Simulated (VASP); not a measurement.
Here is the system:

```xyz
5
Lattice="3.9606 0.0000 0.0000 0.0000 3.9606 0.0000 0.0000 0.0000 3.9606" Properties=species:S:1:pos:R:3 pbc="T T T"
K      1.9803     1.9803     1.9803
Ta     0.0000     0.0000     0.0000
O      0.0000     1.9803     0.0000
O      1.9803     0.0000     0.0000
O      0.0000     0.0000     1.9803
```

Calculation: LDA (Ceperley-Alder, Perdew-Zunger), VASP's LDA PAW potentials (set 64) (plane waves; VASP). Settings: 520 eV cut-off, 6×6×6 Γ-centred mesh, tetrahedra with Blöchl corrections, potentials K_sv Ta_pv O.

Unless said otherwise, spin-orbit coupling is left out, though it shifts the bands of the heavy elements here.

Estimate the energy per atom (σ→0), band gap (on the k-mesh) with the smallest direct gap where there is one.

* **band gap (on the k-mesh)**: 2.06 eV
* **smallest direct gap (on the k-mesh)**: 2.68 eV
* **energy per atom (σ→0)**: -9.012 eV/atom

The absolute energy has meaning only against runs of the same code, potentials and settings.

The structure comes from a computed database's KTaO3 entry (Pm-3m); how it stands against other phases isn't given here. It was relaxed first.
